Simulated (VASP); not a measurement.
Elastic constants (GPa) of a crystal from PBEsol GGA, VASP's PBE PAW potentials (set 64) run with VASP 6.6.1:

```tsv
	xx	yy	zz	yz	xz	xy
xx	186.4	55.3	37.5	0.0	0.0	0.0
yy	55.3	186.4	37.5	0.0	0.0	0.0
zz	37.5	37.5	212.7	0.0	0.0	0.0
yz	0.0	0.0	0.0	47.1	0.0	0.0
xz	0.0	0.0	0.0	0.0	47.1	0.0
xy	0.0	0.0	0.0	0.0	0.0	65.5
```

Question: Work out the Voigt, Reuss and Hill moduli, Young's modulus and Poisson's ratio.

Answer: All eigenvalues are positive (smallest 47.1 GPa), so the crystal is stable. K_V = (C11+C22+C33+2(C12+C13+C23))/9 = (585.5 + 2×130.3)/9 = 94.0 GPa; G_V = (585.5 − 130.3 + 3×159.7)/15 = 62.3 GPa. From the compliances, K_R = 94.0 GPa and G_R = 59.1 GPa. Hill: K = 94.0 GPa, G = 60.7 GPa, E = 9KG/(3K+G) = 149.8 GPa, ν = (3K−2G)/(2(3K+G)) = 0.234. K/G = 1.55, below Pugh's 1.75; universal anisotropy A^U = 0.27.

Question: With a density of 2.32 g/cm³, what are the mean sound speeds?

Answer: v_l = √((K+4G/3)/ρ) = 8.68 km/s and v_t = √(G/ρ) = 5.11 km/s. The crystal is Si (space group P6_3/mmc), hexagonal.

The structure comes from a computed database's Si entry (P6_3/mmc); how it stands against other phases isn't given here. It was relaxed first.
